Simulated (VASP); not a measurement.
# La2O3 (P-3m1) in VASP: Born charges and dielectric tensor with LDA

Aim: the Born charges and dielectric tensor of La2O3 with LDA.

All numbers are computed with VASP 6.6.1; they aren't measurements. Logs are shortened: lines on timing, memory, paths and dates and some standing lists are left out, and cuts for length are marked.

## Step 1: The crystal as given

The structure is trigonal, space group P-3m1 (No. 164). The conventional cell has a = 3.931 Å, b = 3.931 Å, c = 6.112 Å, α = 90.00°, β = 90.00°, γ = 120.00°. Around La (site symmetry 3m) lie 4 O at 2.36 to 2.44 Å. O (site symmetry 3m) has 4 La at 2.36 to 2.44 Å as nearest neighbours. O (site symmetry -3m) has 6 La at 2.72 Å as nearest neighbours.

The cell is a database's computed one.

## Step 2: Born charges and dielectric tensor, LDA

File INCAR:

```
ALGO = Normal
EDIFF = 1E-8
ENCUT = 600
IBRION = 8
ISIF = 2
ISMEAR = 0
LASPH = True
LCHARG = False
LEPSILON = True
LREAL = False
LWAVE = False
NELM = 100
NSW = 1
PREC = Accurate
SIGMA = 0.02
```

File KPOINTS:

```
k-points
0
Gamma
  9 9 4
```

File POSCAR:

```
La2O3
1.0
    3.9307778800      0.0000000000      0.0000000000
   -1.9653889400      3.4041535000      0.0000000000
    0.0000000000      0.0000000000      6.1119535200
La O
2 3
Direct
    0.6666666700      0.3333333300      0.7537643200
    0.3333333300      0.6666666700      0.2462356800
    0.6666666700      0.3333333300      0.3541093500
    0.3333333300      0.6666666700      0.6458906500
    0.0000000000      0.0000000000      0.0000000000
```

Potentials or basis: VASP PAW LDA potentials, release 64 (La, O).

On the command line:

```console
$ cat potpaw_LDA.64/La/POTCAR potpaw_LDA.64/O/POTCAR > POTCAR
$ mpirun -np 1 vasp_std > vasp.out
```

OUTCAR:

```text
EDIFF = 1E-8
   ENCUT = 600
   IBRION = 8
   ISIF = 2
   ISMEAR = 0
   LASPH = True
   LEPSILON = True
   LREAL = False
   NELM = 100
   NSW = 1
   PREC = Accurate

 ion  position               nearest neighbor table
   1  0.667  0.333  0.754-   4 2.36   4 2.36   4 2.36   3 2.44   5 2.72   5 2.72   5 2.72
   2  0.333  0.667  0.246-   3 2.36   3 2.36   3 2.36   4 2.44   5 2.72   5 2.72   5 2.72
   3  0.667  0.333  0.354-   2 2.36   2 2.36   2 2.36   1 2.44
   4  0.333  0.667  0.646-   1 2.36   1 2.36   1 2.36   2 2.44
   5  0.000  0.000  0.000-   1 2.72   2 2.72   2 2.72   1 2.72   1 2.72   2 2.72

  LATTYP: Found a hexagonal cell.
 ALAT       =     3.9307778800
 C/A-ratio  =     1.5548966913

  Lattice vectors:

 A1 = (   3.9307778800,   0.0000000000,   0.0000000000)
 A2 = (  -1.9653889400,   3.4041535000,   0.0000000000)
 A3 = (   0.0000000000,   0.0000000000,   6.1119535200)

Analysis of symmetry for initial positions (statically):
=====================================================================
 Subroutine PRICEL returns:
 Original cell was already a primitive cell.

 Routine SETGRP: Setting up the symmetry group for a
 hexagonal supercell.

 Subroutine GETGRP returns: Found 12 space group operations
 (whereof 12 operations were pure point group operations)
 out of a pool of 24 trial point group operations.

The static configuration has the point symmetry D_3d.

Analysis of symmetry for dynamics (positions and initial velocities):
=====================================================================
 Subroutine PRICEL returns:
 Original cell was already a primitive cell.

 Routine SETGRP: Setting up the symmetry group for a
 hexagonal supercell.

 Subroutine GETGRP returns: Found 12 space group operations
 (whereof 12 operations were pure point group operations)
 out of a pool of 24 trial point group operations.

The dynamic configuration has the point symmetry D_3d.

 Subroutine INISYM returns: Found 12 space group operations
 (whereof 12 operations are pure point group operations),
 and found     1 'primitive' translations

----------------------------------------------------------------------------------------

                                     Primitive cell

  volume of cell :      81.7839

  direct lattice vectors                    reciprocal lattice vectors
     3.930777880  0.000000000  0.000000000     0.254402571  0.146879393  0.000000000
    -1.965388940  3.404153500  0.000000000     0.000000000  0.293758786  0.000000000
     0.000000000  0.000000000  6.111953520     0.000000000  0.000000000  0.163613810

  length of vectors
     3.930777880  3.930777879  6.111953520     0.293758786  0.293758786  0.163613810

  position of ions in fractional coordinates (direct lattice)
     0.666666670  0.333333330  0.753764320
     0.333333330  0.666666670  0.246235680
     0.666666670  0.333333330  0.354109350
     0.333333330  0.666666670  0.645890650
     0.000000000  0.000000000  0.000000000

[... 867 lines left out ...]

 INTERNAL STRAIN TENSOR  FOR ION    5  DIRECTION 3   (eV/Angst):
 -----------------------------------------------------------------------------
    -0.00596  0.00000  0.00000
     0.00000 -0.00596  0.00000
    -0.00000 -0.00000  0.00036

 MACROSCOPIC STATIC DIELECTRIC TENSOR (including local field effects in DFT)
 ------------------------------------------------------
           4.869863     0.000000     0.000000
           0.000000     4.869863     0.000000
           0.000000     0.000000     4.781487
 ------------------------------------------------------

 PIEZOELECTRIC TENSOR (including local field effects)  for field in x, y, z        (e  Angst)
          XX          YY          ZZ          XY          YZ          ZX
  --------------------------------------------------------------------------------
  x     0.00000     0.00000     0.00000     0.00000     0.00000     0.00000
  y     0.00000     0.00000     0.00000     0.00000     0.00000     0.00000
  z     0.00000     0.00000     0.00000     0.00000     0.00000     0.00000

 PIEZOELECTRIC TENSOR (including local field effects)  for field in x, y, z        (C/m^2)
          XX          YY          ZZ          XY          YZ          ZX
  --------------------------------------------------------------------------------
  x     0.00000     0.00000     0.00000     0.00000     0.00000     0.00000
  y     0.00000     0.00000     0.00000     0.00000     0.00000     0.00000
  z     0.00000     0.00000     0.00000     0.00000     0.00000     0.00000

 BORN EFFECTIVE CHARGES (including local field effects) (in |e|, cummulative output)
 ---------------------------------------------------------------------------------
 ion    1
    1     4.19312     0.00000    -0.00000
    2     0.00000     4.19312     0.00000
    3     0.00000     0.00000     3.82008
 ion    2
    1     4.19312     0.00000    -0.00000
    2     0.00000     4.19312     0.00000
    3     0.00000     0.00000     3.82008
 ion    3
    1    -2.84513     0.00000     0.00000
    2     0.00000    -2.84513     0.00000
    3    -0.00000     0.00000    -2.53302
 ion    4
    1    -2.84513     0.00000     0.00000
    2     0.00000    -2.84513     0.00000
    3     0.00000     0.00000    -2.53302
 ion    5
    1    -2.69597     0.00000     0.00000
    2     0.00000    -2.69597     0.00000
    3    -0.00000     0.00000    -2.57412

 INTERNAL STRAIN TENSOR FOR ION    5 for displacements in x,y,z  (eV/Angst):
          X           Y           Z          XY          YZ          ZX
  --------------------------------------------------------------------------------
  x     0.00000     0.00000     0.00000     0.00000     0.00000     0.00000
  y     0.00000     0.00000     0.00000     0.00000     0.00000     0.00000
  z     0.00000     0.00000     0.00000     0.00000     0.00000     0.00000

 SECOND DERIVATIVES (NOT SYMMETRIZED)
 ------------------------------------
               1X          1Y          1Z          2X          2Y          2Z          3X          3Y          3Z          4X          4Y          4Z          5X          5Y          5Z
  1X    -5.612857    0.000000    0.000000    0.808442    0.000000    0.000000    0.926380    0.000000    0.000000    4.033790    0.000000    0.000000   -0.155755    0.000000    0.000000
  1Y     0.000000   -5.612857    0.000000    0.000000    0.808442    0.000000    0.000000    0.926380    0.000000    0.000000    4.033790   -0.000000    0.000000   -0.155755    0.000000
  1Z    -0.000000    0.000000  -11.850611   -0.000000   -0.000000    8.612419    0.000000    0.000000   -0.570556    0.000000    0.000000    4.340376    0.000000   -0.000000   -0.531629
  2X     0.808442    0.000000    0.000000   -5.612857    0.000000    0.000000    4.033790    0.000000    0.000000    0.926380    0.000000    0.000000   -0.155755    0.000000    0.000000
  2Y     0.000000    0.808442    0.000000    0.000000   -5.612857    0.000000    0.000000    4.033790   -0.000000    0.000000    0.926380    0.000000    0.000000   -0.155755    0.000000
  2Z    -0.000000   -0.000000    8.612419   -0.000000    0.000000  -11.850611    0.000000    0.000000    4.340376    0.000000    0.000000   -0.570556    0.000000   -0.000000   -0.531629
  3X     0.908144    0.000000    0.000000    3.950860    0.000000    0.000000   -7.146561    0.000000    0.000000    1.125416    0.000000    0.000000    1.162141    0.000000    0.000000
  3Y     0.000000    0.908144    0.000000    0.000000    3.950860    0.000000    0.000000   -7.146561   -0.000000    0.000000    1.125416   -0.000000    0.000000    1.162141   -0.000000
  3Z     0.000000    0.000000   -0.570787    0.000000    0.000000    4.351954    0.000000    0.000000   -7.439639    0.000000    0.000000    0.571643    0.000000    0.000000    3.086831
  4X     3.950860    0.000000    0.000000    0.908144    0.000000    0.000000    1.125416    0.000000    0.000000   -7.146561    0.000000    0.000000    1.162141    0.000000    0.000000
  4Y     0.000000    3.950860    0.000000    0.000000    0.908144    0.000000    0.000000    1.125416   -0.000000    0.000000   -7.146561   -0.000000    0.000000    1.162141   -0.000000
  4Z     0.000000    0.000000    4.351954    0.000000    0.000000   -0.570787    0.000000    0.000000    0.571643    0.000000    0.000000   -7.439639    0.000000    0.000000    3.086831
  5X    -0.194877    0.000000    0.000000   -0.194877    0.000000    0.000000    1.159547    0.000000    0.000000    1.159547    0.000000    0.000000   -1.929341    0.000000    0.000000
  5Y     0.000000   -0.194877    0.000000    0.000000   -0.194877    0.000000    0.000000    1.159547    0.000000    0.000000    1.159547    0.000000    0.000000   -1.929341    0.000000
  5Z     0.000000   -0.000000   -0.540256    0.000000   -0.000000   -0.540256    0.000000    0.000000    3.083813   -0.000000    0.000000    3.083813    0.000000    0.000000   -5.087115

 Eigenvectors and eigenvalues of the dynamical matrix
 ----------------------------------------------------

   1 f  =   12.701940 THz    79.808645 2PiTHz  423.691125 cm-1    52.530981 meV
             X         Y         Z           dx          dy          dz
      1.965389  1.134718  4.606972     0.000000   -0.000000    0.079978
     -0.000000  2.269436  1.504981     0.000000   -0.000000    0.079978
      1.965389  1.134718  2.164300    -0.000000    0.000000   -0.547602
     -0.000000  2.269436  3.947654    -0.000000    0.000000   -0.547602
      0.000000  0.000000  0.000000     0.000000   -0.000000    0.622472
[... 105 lines left out ...]
  15 f/i=    0.049537 THz     0.311253 2PiTHz    1.652389 cm-1     0.204870 meV
             X         Y         Z           dx          dy          dz
      1.965389  1.134718  4.606972    -0.650300    0.019222    0.000000
     -0.000000  2.269436  1.504981    -0.650300    0.019222    0.000000
      1.965389  1.134718  2.164300    -0.224248    0.006629    0.000000
     -0.000000  2.269436  3.947654    -0.224248    0.006629    0.000000
      0.000000  0.000000  0.000000    -0.229721    0.006790    0.000000

--------------------------------------------------------------------------------------------------------

 MACROSCOPIC STATIC DIELECTRIC TENSOR IONIC CONTRIBUTION
 ------------------------------------------------------
          26.640647    -0.000000    -0.000000
          -0.000000    26.640647     0.000000
          -0.000000     0.000000    26.591446
 ------------------------------------------------------

 ELASTIC MODULI CONTR FROM IONIC RELAXATION (kBar)
 Direction    XX          YY          ZZ          XY          YZ          ZX
 --------------------------------------------------------------------------------
 XX        -378.7632    213.7858   -106.4196      0.0000    197.3590     -0.0000
 YY         213.7858   -378.7632   -106.4196     -0.0000   -197.3590     -0.0000
 ZZ        -106.4196   -106.4196   -244.4235      0.0000     -0.0000      0.0000
 XY           0.0000     -0.0000      0.0000   -296.2745     -0.0000    203.1067
 YZ         197.3590   -197.3590     -0.0000     -0.0000   -160.4018      0.0000
 ZX          -0.0000     -0.0000      0.0000    203.1067      0.0000   -165.9024
 --------------------------------------------------------------------------------

 PIEZOELECTRIC TENSOR IONIC CONTR  for field in x, y, z        (C/m^2)
          XX          YY          ZZ          XY          YZ          ZX
  --------------------------------------------------------------------------------
  x    -0.00000     0.00000     0.00000     0.00000     0.00000    -0.00000
  y    -0.00000     0.00000     0.00000     0.00000     0.00000    -0.00000
  z    -0.00000     0.00000     0.00000    -0.00000     0.00000     0.00000
```

It took 46 min on 1 thread of Intel Xeon 6975P-C (Granite Rapids), shared host; peak memory 0.95 GiB.

Results:

- Band gap on the k mesh: 3.74 eV, indirect (least direct gap 3.82 eV)
- Electronic dielectric tensor (diagonal): 4.87, 4.87, 4.78
- Born charges (mean of the diagonal): La +4.07; O -2.74, -2.66 e
- Highest phonon frequency at Γ, LO-TO splitting left out: 424 cm⁻¹

Phonon frequencies in cm⁻¹ (negative: imaginary):
```csv
q point,frequencies
"(0.000, 0.000, 0.000)",-2 -2 0 101 101 160 160 173 180 345 345 378 378 379 424
```

Electronic dielectric tensor:
```
4.87 0.00 0.00
0.00 4.87 0.00
0.00 0.00 4.78
```

Born effective charge tensors (e):
atom 1, La
```
4.19 0.00 0.00
0.00 4.19 0.00
0.00 0.00 3.82
```
atom 2, La
```
4.19 0.00 0.00
0.00 4.19 0.00
0.00 0.00 3.82
```
atom 3, O
```
-2.85  0.00  0.00
 0.00 -2.85  0.00
 0.00  0.00 -2.53
```
atom 4, O
```
-2.85  0.00  0.00
 0.00 -2.85  0.00
 0.00  0.00 -2.53
```
atom 5, O
```
-2.70  0.00  0.00
 0.00 -2.70  0.00
 0.00  0.00 -2.57
```

Caveat: spin-orbit coupling is left out, which moves the levels of the heavy elements; an odd mesh through Γ misses points on the zone boundary, where band edges often lie.
